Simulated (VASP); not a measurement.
Here is the system:

```
CELL_PARAMETERS angstrom
      2.27212    -3.93543     0.00000
      2.27212     3.93543     0.00000
      0.00000     0.00000     7.15517
ATOMIC_POSITIONS crystal
  Mg 0.00000 0.00000 0.00000
  Mg 0.33333 0.66667 0.63284
  Mg 0.66667 0.33333 0.36716
  Sb 0.33333 0.66667 0.22364
  Sb 0.66667 0.33333 0.77636
```

Computed with PBE GGA with D4 dispersion, VASP's PBE PAW potentials (set 64) (plane waves; VASP). Numerical set-up: 520 eV cut-off, Gaussian smearing of 0.050 eV, potentials Mg Sb.

Unless said otherwise, spin-orbit coupling is left out, though it shifts the bands of the heavy elements here.

### Question
Give the energies of bands 3 to 11 at the high-symmetry points, in eV from the valence-band maximum.

### Answer

```tsv
band	Γ	M	K	A	L	H
3	-5.08	-4.83	-4.53	-3.13	-5.10	-4.47
4	-1.20	-3.89	-3.72	-3.11	-4.74	-4.47
5	-1.20	-3.38	-3.72	-0.85	-2.00	-4.17
6	-0.46	-2.44	-2.68	-0.85	-1.74	-3.45
7	-0.46	-2.30	-2.68	-0.83	-1.72	-1.03
8	0.00	-0.96	-2.63	-0.83	-1.61	-1.03
9	1.17	0.28	0.19	1.71	0.45	1.74
10	1.17	1.94	4.12	1.87	1.26	1.74
11	2.98	2.12	4.22	2.62	1.69	2.48
```

The gap is indirect, 0.19 eV, from the valence maximum at Γ to the conduction minimum at K.

The compound is Mg3Sb2 in the a-la2o3 structure. It was relaxed first.
